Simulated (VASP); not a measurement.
# Au (space group P6_3/mmc): computed properties

All values below come from r2SCAN meta-GGA, VASP's PBE PAW potentials (set 64) (plane waves; VASP).

```json
{
  "space_group": "P6_3/mmc (194)",
  "cell": "a = b = 2.899 Å, c = 4.831 Å, α = β = 90.00°, γ = 120.00°",
  "volume_per_atom": "17.58 Å³/atom",
  "band gap (over mesh and band path)": "none (metal, semimetal or under 0.01 eV)",
  "density": "18.61 g/cm³"
}
```

Au is modelled in the hexagonal space group P6₃/mmc (No. 194), the hcp (Mg type) structure, Pearson symbol hP2. Lattice parameters: a = b = 2.8989 Å, c = 4.8305 Å, α = β = 90.00°, γ = 120.00°. Au on 2d is coordinated by 12 Au at 2.899–2.938 Å (anticuboctahedral). (Neighbours: up to the widest gap in distance over summed covalent radii, below 1.35, at either atom.)

Unless said otherwise, spin-orbit coupling is left out, though it shifts the bands of the heavy elements here.

The structure comes from a measured Au entry (P6_3/mmc) of the Crystallography Open Database, whose conditions weren't checked. It was relaxed first. Symmetry was kept, so distortions that lower it aren't found.
